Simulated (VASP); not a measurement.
VASP runs on SnSe2 (1T layered) share one base input (PBE GGA, plane waves, VASP's PBE PAW potentials (set 64)) and change the settings named in each case.

File POSCAR:
```
SnSe2
3.810
  0.5000000000  -0.8660254593   0.0000000000
  0.5000000000   0.8660254593   0.0000000000
  0.0000000000   0.0000000000   1.6115485564
Sn Se
1 2
Cartesian
  0.0000000000   0.0000000000   0.0000000000
  0.5000000000   0.2886757305   0.4028871391
  0.5000000000  -0.2886757305   1.2086614173
```

File KPOINTS:
```
Automatic mesh
0
Gamma
6 6 4
0 0 0
```

**INCAR**
```
! general
SYSTEM   =  SnSe2
PREC     =  Accurate
ENCUT    =  400   ! plane-wave cut-off (eV)
LREAL    =  .FALSE.   ! projection in real space or not
LASPH    =  .TRUE.   ! aspherical one-centre terms

! electronic loop
EDIFF    =  1E-6
NELM     =  100
ALGO     =  Normal   ! blocked Davidson
LMAXMIX  =  4

! smearing
ISMEAR   =  0   ! Gaussian
SIGMA    =  0.05   ! width (eV)

! functional
GGA      =  PE   ! PBE

! ions
ISIF     =  2   ! forces and stress, cell fixed

! output
LWAVE    =  .FALSE.
LCHARG   =  .FALSE.
```

POTCAR, in this order: Sn_d Se (PBE.64 set). Program: vasp_std.

```json
[
 {"change": "base run", "E(σ→0) (eV/atom)": "-3.9157", "largest force (eV/Å)": "0.724", "gap on the mesh (eV)": "0.82", "−TS (eV)": "0.0000"},
 {"change": "NELECT = 25.5", "E(σ→0) (eV/atom)": "-4.5803", "largest force (eV/Å)": "0.899", "gap on the mesh (eV)": "0.00", "−TS (eV)": "-0.0050"},
 {"change": "NELECT = 25.9", "E(σ→0) (eV/atom)": "-4.0529", "largest force (eV/Å)": "0.739", "gap on the mesh (eV)": "0.00", "−TS (eV)": "-0.0028"},
 {"change": "NELECT = 25.98", "E(σ→0) (eV/atom)": "-3.9434", "largest force (eV/Å)": "0.721", "gap on the mesh (eV)": "0.00", "−TS (eV)": "-0.0010"},
 {"change": "NELECT = 26.02", "E(σ→0) (eV/atom)": "-3.8827", "largest force (eV/Å)": "0.734", "gap on the mesh (eV)": "0.00", "−TS (eV)": "-0.0010"},
 {"change": "NELECT = 26.1", "E(σ→0) (eV/atom)": "-3.7498", "largest force (eV/Å)": "0.786", "gap on the mesh (eV)": "0.00", "−TS (eV)": "-0.0010"},
 {"change": "NELECT = 26.5", "E(σ→0) (eV/atom)": "-3.0273", "largest force (eV/Å)": "1.035", "gap on the mesh (eV)": "0.00", "−TS (eV)": "-0.0022"}
]
```
 Charged cells carry a uniform compensating background. Unless said otherwise, spin-orbit coupling is left out, though it shifts the bands of the heavy elements here.

Left out are runs that ran out of time, are held back, or changed the cell or the kind of run, fixed moments of cells without a moment, rows past the twelfth, gaps on odd meshes, pressures of charged cells and columns that move by less than the noise.

The compound is SnSe2 in the 1T layered structure. The cell was not relaxed at this level, forces remain on its atoms.
